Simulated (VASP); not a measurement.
All values below come from PBE GGA, VASP's PBE PAW potentials (set 64) (plane waves; VASP).

VASP input:

INCAR:
```
ALGO = Normal
AMIX = 0.6
BMIX = 1.0
EDIFF = 1E-6
ENCUT = 400
GGA = PE
IMIX = 1
ISIF = 2
ISMEAR = 1
LASPH = .TRUE.
LCHARG = .FALSE.
LMAXMIX = 6
LREAL = .FALSE.
LWAVE = .FALSE.
NELM = 100
PREC = Accurate
SIGMA = 0.1
SYSTEM = Pt
```

File KPOINTS:
```
Automatic mesh
0
Gamma
  14 14 14
```

**POSCAR**
```
Pt
1
    0.0000000000     1.9600000000     1.9600000000
    1.9600000000     0.0000000000     1.9600000000
    1.9600000000     1.9600000000     0.0000000000
Pt
1
Direct
  0.0000000000   0.0000000000   0.0000000000
```

POTCAR, in this order: Pt (PBE.64 set). Program: vasp_std.

Output of the run:

OUTCAR:
```
 ion  position               nearest neighbor table
   1  0.000  0.000  0.000-
  LATTYP: Found a face centered cubic cell.
 ALAT       =     3.9200000000
 Subroutine PRICEL returns:
 Original cell was already a primitive cell.
 Subroutine GETGRP returns: Found 48 space group operations
The static configuration has the point symmetry O_h .
The dynamic configuration has the point symmetry O_h .
 Subroutine INISYM returns: Found 48 space group operations
 Subroutine IBZKPT returns following result:
 Found    104 irreducible k-points:

 Following reciprocal coordinates:
            Coordinates               Weight
  0.000000  0.000000  0.000000      1.000000
  0.071429  0.000000  0.000000      8.000000
  0.142857  0.000000  0.000000      8.000000
  0.214286  0.000000  0.000000      8.000000
  0.285714  0.000000  0.000000      8.000000
  0.357143  0.000000  0.000000      8.000000
  0.428571  0.000000  0.000000      8.000000
  0.500000  0.000000  0.000000      4.000000
  0.071429  0.071429  0.000000      6.000000
  0.142857  0.071429  0.000000     24.000000
...
```

OSZICAR:
```
       N       E                     dE             d eps       ncg     rms          rms(c)
DAV:   1     0.243778462927E+02    0.24378E+02   -0.47411E+03  2216   0.814E+02
DAV:   2    -0.623184211985E+01   -0.30610E+02   -0.28669E+02  1953   0.156E+02
DAV:   3    -0.646350797895E+01   -0.23167E+00   -0.22853E+00  2157   0.138E+01
DAV:   4    -0.646431269305E+01   -0.80471E-03   -0.80469E-03  2110   0.865E-01
DAV:   5    -0.646431813558E+01   -0.54425E-05   -0.54409E-05  2161   0.667E-02    0.129E+01
DAV:   6    -0.610277603793E+01    0.36154E+00   -0.19312E+00  1905   0.126E+01    0.448E+00
DAV:   7    -0.609028934821E+01    0.12487E-01   -0.27074E-02  1973   0.166E+00    0.171E+00
DAV:   8    -0.608884519595E+01    0.14442E-02   -0.77676E-04  2079   0.242E-01    0.687E-01
DAV:   9    -0.608864226639E+01    0.20293E-03   -0.36587E-05  2158   0.481E-02    0.273E-01
DAV:  10    -0.608861617390E+01    0.26092E-04   -0.54994E-06  2114   0.179E-02    0.109E-01
DAV:  11    -0.608861423245E+01    0.19415E-05   -0.93652E-07  1799   0.761E-03    0.434E-02
DAV:  12    -0.608861473076E+01   -0.49831E-06   -0.16336E-07   979   0.334E-03
   1 F= -.60886147E+01 E0= -.60887257E+01  d E =0.332970E-03
```

**OUTCAR**
```
------------------------ aborting loop because EDIFF is reached ----------------------------------------
  FORCE on cell =-STRESS in cart. coord.  units (eV):
  Direction    XX          YY          ZZ          XY          YZ          ZX
  --------------------------------------------------------------------------------------
  Total        0.9137497      0.9137497      0.9137497      0.0000000     -0.0000000     -0.0000000
  in kB       97.2164151     97.2164151     97.2164151      0.0000000     -0.0000000     -0.0000000
  external PRESSURE =      97.2164151 kB  Pullay stress =       0.0000000 kB
  volume of cell :       15.06
      direct lattice vectors                 reciprocal lattice vectors
     0.000000000  1.960000000  1.960000000    -0.255102041  0.255102041  0.255102041
     1.960000000  0.000000000  1.960000000     0.255102041 -0.255102041  0.255102041
     1.960000000  1.960000000  0.000000000     0.255102041  0.255102041 -0.255102041
 POSITION                                       TOTAL-FORCE (eV/Angst)
 -----------------------------------------------------------------------------------
      0.00000      0.00000      0.00000         0.000000      0.000000     -0.000000
 -----------------------------------------------------------------------------------
    total drift:                               -0.000000     -0.000000      0.000000
  FREE ENERGIE OF THE ION-ELECTRON SYSTEM (eV)
  ---------------------------------------------------
  free  energy   TOTEN  =        -6.0886147308 eV

  energy  without entropy=       -6.0889477009  energy(sigma->0) =       -6.08872572
```
(Selected blocks of OUTCAR.)

The compound is Pt in the fcc structure. The cell was not relaxed at this level. The run is one of a series of settings (AMIX = 0.6, BMIX = 1.0, IMIX = 1 against the base run), some of them coarse on purpose.
